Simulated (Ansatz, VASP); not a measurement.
## Cd3AgS4: VASP beside Ansatz

```xyz
8
Lattice="5.3488 0.0000 0.0000 0.0000 5.3488 0.0000 0.0000 0.0000 5.3488" Properties=species:S:1:pos:R:3 pbc="T T T"
Cd    2.6744    2.6744    0.0000
Cd    2.6744    0.0000    2.6744
Cd    0.0000    2.6744    2.6744
Ag    0.0000    0.0000    0.0000
S     2.6744    2.6744    2.6744
S     0.0000    0.0000    2.6744
S     0.0000    2.6744    0.0000
S     2.6744    0.0000    0.0000
```

Alike in both runs: task single point; functional PBE; k mesh 4 × 4 × 4; occupations gaussian, width 0.1 eV; no spin polarisation.

|  | VASP | Ansatz |
| --- | --- | --- |
| version | VASP 6.6.1 | Ansatz 0.2.0 |
| potentials or method | VASP PAW PBE potentials, release 64 (Cd, Ag, S) | scalar-relativistic, plane waves, PAW |
| plane-wave cutoff (eV) | 520 | 420 |
| valence electrons in the cell | 71 | 103 |

VASP gave:

- gap on the k mesh at the Fermi level (eV): none
- pressure (GPa): 5.0

Question: Which values does Ansatz return?

Answer: gap on the k mesh at the Fermi level (eV): none; pressure (GPa): 4.6.

A gap of «none» marks a metal or a gap that the smearing closes. The two sets of potentials don't hold the same shells in valence.
